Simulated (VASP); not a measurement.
```xyz
2
Lattice="0.0000 3.4756 3.4756 3.4756 0.0000 3.4756 3.4756 3.4756 0.0000" Properties=species:S:1:pos:R:3 pbc="T T T"
W      0.0000     0.0000     0.0000
Sb     1.7378     1.7378     1.7378
```

All values below come from PBEsol GGA, VASP's PBE PAW potentials (set 64) (plane waves; VASP). Run with 400 eV cut-off, 8×8×8 Γ-centred mesh, first-order Methfessel-Paxton smearing of 0.10 eV, potentials W_sv Sb.

Energy and stress use the plane-wave basis of the starting cell.

Question: The ions, cell shape and volume are relaxed. Give the cell that the relaxation ends in.

Answer: 
```xyz
2
Lattice="0.0000 3.0378 3.0378 3.0378 0.0000 3.0378 3.0378 3.0378 0.0000" Properties=species:S:1:pos:R:3 pbc="T T T"
W      0.0000     0.0000     0.0000
Sb     1.5189     1.5189     1.5189
```
Space group F-43m (216), at a tolerance of 0.03 Å.

Question: How do energy and volume change from the first to the last step?

Answer: The energy (σ→0) changes by -976.8 meV/atom and the volume by -33.2 %, in 7 ionic steps.

```
step  E(σ→0) (eV)  max force (eV/Å)  pressure (GPa)  volume (Å³)
----  -----------  ----------------  --------------  -----------
1        -12.6715             0.000          -15.31        83.97
2        -13.4711             0.000           37.83        44.05
3        -14.6219             0.000           -1.27        56.84
4        -14.6248             0.000           -0.34        56.27
5        -14.6246             0.000            0.47        55.79
6        -14.6244             0.000           -0.57        56.41
7        -14.6250             0.000            0.00        56.07
```

The structure was generated: WSb was put into the zinc blende type (F-43m), which need not be its known phase. This run relaxes it. Symmetry was kept, so distortions that lower it aren't found. The electron count is odd and the run is not spin-polarised, which forces a metal.
